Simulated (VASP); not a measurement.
Data:

```
ZnS
1.0
    0.00000     2.69125     2.69125
    2.69125     0.00000     2.69125
    2.69125     2.69125     0.00000
Zn S
1 1
Direct
  0.00000   0.00000   0.00000
  0.28716   0.21284   0.28716
```

Level of theory: r2SCAN meta-GGA, VASP's PBE PAW potentials (set 64) (plane waves; VASP). Settings: 480 eV cut-off, 8×8×8 Γ-centred mesh, Gaussian smearing of 0.050 eV, potentials Zn S.

Problem. Give the force on each atom (eV/Å).

Solution. 
```
atom     Fx      Fy     Fz
----  -----  ------  -----
Zn1   0.000   1.178  0.000
S2    0.000  -1.178  0.000
```

Problem. Give the stress tensor in GPa (positive for a compressed cell).

Solution. 
```
 1.99   0.00  -4.98
 0.00   0.53   0.00
-4.98   0.00   1.99
```
The pressure is its mean diagonal, 1.51 GPa.

The compound is ZnS in the zinc blende structure. This cell was strained or had an atom moved on purpose.
